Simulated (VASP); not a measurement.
A convergence study with VASP on Re (space group no. 194 when undisturbed): a few settings are varied, all else stays as given below, so the limit is that of these other settings. One atom is moved off its site, so that forces are finite.

```yaml
crystal:
  lattice:
    - [1.37310, -2.37828, 0.00000]
    - [1.37310, 2.37828, 0.00000]
    - [0.00000, 0.00000, 4.43770]
  atoms:
    - { symbol: Re, position: [0.33333, 0.66667, 0.26127] }
    - { symbol: Re, position: [0.66667, 0.33333, 0.75000] }
```

All values below come from PBE GGA, VASP's PBE PAW potentials (set 64) (plane waves; VASP 6.6.1). The last row used: 300 eV cut-off, 14×14×8 Γ-centred mesh, Gaussian smearing of 0.10 eV, potentials Re.

| setting | E (eV/atom) | pressure (GPa) | largest force (eV/Å) | irreducible k-points |
|---|---|---|---|---|
| EDIFF = 1E-01 | -12.3931 | 9.74 | 0.347 | 168 |
| EDIFF = 1E-02 | -12.3919 | 10.37 | 0.253 | 168 |
| EDIFF = 1E-03 | -12.3922 | 10.15 | 0.202 | 168 |
| EDIFF = 1E-04 | -12.3922 | 10.53 | 0.207 | 168 |
| EDIFF = 1E-05 | -12.3923 | 10.56 | 0.216 | 168 |
| EDIFF = 1E-06 | -12.3923 | 10.43 | 0.216 | 168 |
| EDIFF = 1E-07 | -12.3923 | 10.42 | 0.216 | 168 |
| EDIFF = 1E-08 | -12.3923 | 10.43 | 0.215 | 168 |
| EDIFF = 1E-10 | -12.3923 | 10.43 | 0.215 | 168 |

Left out are rungs that failed or repeat a setting and relaxations that didn't move; long series are thinned to 24 rows.

The structure is a typed Re crystal (space group no. 194). The cell was not relaxed at this level, it is distorted from the ideal structure.
